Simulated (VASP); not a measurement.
Consider the following.

```
CELL_PARAMETERS angstrom
      3.60748     0.00000     0.00000
      0.00000     5.10175     0.00000
      0.00000     0.00000    24.85370
ATOMIC_POSITIONS crystal
  Cu 0.00000 0.62500 0.37277
  Cu 0.50000 0.37500 0.32188
  Cu 0.00000 0.12500 0.37277
  Cu 0.50000 0.87500 0.32188
  Cu 0.00000 0.12500 0.47455
  Cu 0.50000 0.87500 0.42366
  Cu 0.00000 0.62500 0.47455
  Cu 0.50000 0.37500 0.42366
  Cu 0.00000 0.62500 0.57633
  Cu 0.50000 0.37500 0.52544
  Cu 0.00000 0.12500 0.57633
  Cu 0.50000 0.87500 0.52544
  Cu 0.00000 0.12500 0.67812
  Cu 0.50000 0.87500 0.62723
  Cu 0.00000 0.62500 0.67812
  Cu 0.50000 0.37500 0.62723
```

These are PBEsol GGA, VASP's PBE PAW potentials (set 64) (plane waves; VASP) values and carry that method's errors. Settings: LREAL = Auto, 300 eV cut-off, 5×3×1 Γ-centred mesh, first-order Methfessel-Paxton smearing of 0.050 eV, potentials Cu.

At this cut-off the stress carries a Pulay error, which pulls relaxed volumes low. The cell holds a wide vacuum, so values per volume refer to the whole cell.

Give the force on each atom (eV/Å).

```csv
atom,Fx,Fy,Fz
Cu1,0.000,0.000,-0.350
Cu2,0.000,0.000,0.583
Cu3,0.000,0.000,-0.350
Cu4,0.000,0.000,0.583
Cu5,0.000,0.000,-0.016
Cu6,0.000,0.000,0.040
Cu7,0.000,0.000,-0.016
Cu8,0.000,0.000,0.040
Cu9,0.000,0.000,-0.040
Cu10,0.000,0.000,0.016
Cu11,0.000,0.000,-0.040
Cu12,0.000,0.000,0.016
Cu13,0.000,0.000,-0.583
Cu14,0.000,0.000,0.350
Cu15,0.000,0.000,-0.583
Cu16,0.000,0.000,0.350
```

Give the stress tensor in GPa (positive for a compressed cell).

```
-4.81   0.00   0.00
 0.00  -4.27   0.00
 0.00   0.00  -3.37
```
The pressure is its mean diagonal, -4.15 GPa.

The cell is a sheet with vacuum, built from a database entry that may be metastable or hypothetical.
